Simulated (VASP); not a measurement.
A VASP calculation is set up with these files.

**KPOINTS**
```
Automatic mesh
0
Gamma
5 5 5
0 0 0
```

**POSCAR**
```
CsPbCl3
1
    5.6529347119     0.0000000000     0.0000000000
    0.0000000000     5.6529347119     0.0000000000
    0.0000000000     0.0000000000     5.6529347119
Cs Pb Cl
1 1 3
Direct
  0.0000000000   0.0000000000   0.0000000000
  0.5000000000   0.5000000000   0.5000000000
  0.5000000000   0.0000000000   0.5000000000
  0.0000000000   0.5000000000   0.5000000000
  0.5000000000   0.5000000000   0.0000000000
```

INCAR:
```
SYSTEM  =  CsPbCl3
PREC  =  Accurate; ENCUT  =  520; LREAL  =  F
LASPH  =  T
EDIFF  =  1E-7; NELM  =  100; ALGO  =  Normal
LMAXMIX  =  4
ISMEAR  =  -5
GGA  =  BO; LUSE_VDW  =  T; AGGAC  =  0.0
PARAM1  =  0.1833333333; PARAM2  =  0.22
ISIF  =  2
LWAVE  =  F; LCHARG  =  T; LORBIT  =  11
NEDOS  =  601
LEFG  =  T
```

POTCAR, in this order: Cs_sv Pb_d Cl (PBE.64 set). Program: vasp_std.

Write an equivalent input for Quantum ESPRESSO's pw.x.

One equivalent input (not run):
```
&CONTROL
  calculation = 'scf'
  pseudo_dir = './pseudo'
  outdir = './out'
  tprnfor = .true.
  tstress = .true.
/
&SYSTEM
  ibrav = 0
  nat = 5
  ntyp = 3
  ecutwfc = 62.5
  occupations = 'tetrahedra'
  input_dft = 'vdw-df-obk8'
/
&ELECTRONS
  conv_thr = 7.3e-09
  electron_maxstep = 100
/
ATOMIC_SPECIES
  Cs 132.905 Cs.upf
  Pb 207.200 Pb.upf
  Cl 35.450 Cl.upf
CELL_PARAMETERS angstrom
     5.6529347    0.0000000    0.0000000
     0.0000000    5.6529347    0.0000000
     0.0000000    0.0000000    5.6529347
ATOMIC_POSITIONS crystal
  Cs   0.0000000  0.0000000  0.0000000
  Pb   0.5000000  0.5000000  0.5000000
  Cl   0.5000000  0.0000000  0.5000000
  Cl   0.0000000  0.5000000  0.5000000
  Cl   0.5000000  0.5000000  0.0000000
K_POINTS automatic
  5 5 5 0 0 0
```
What does not carry over: the potentials are each code's own (VASP's PAW set, PseudoDojo norm-conserving files in pw.x), so ENCUT and ecutwfc are chosen apart and not converted; conv_thr bounds pw.x's estimated SCF error, while EDIFF bounds the energy change between steps; the field gradients of LEFG aren't asked of the other code.

The compound is CsPbCl3 in the cubic perovskite structure, the ideal cubic form; the compound distorts at low or room temperature. It was relaxed first.
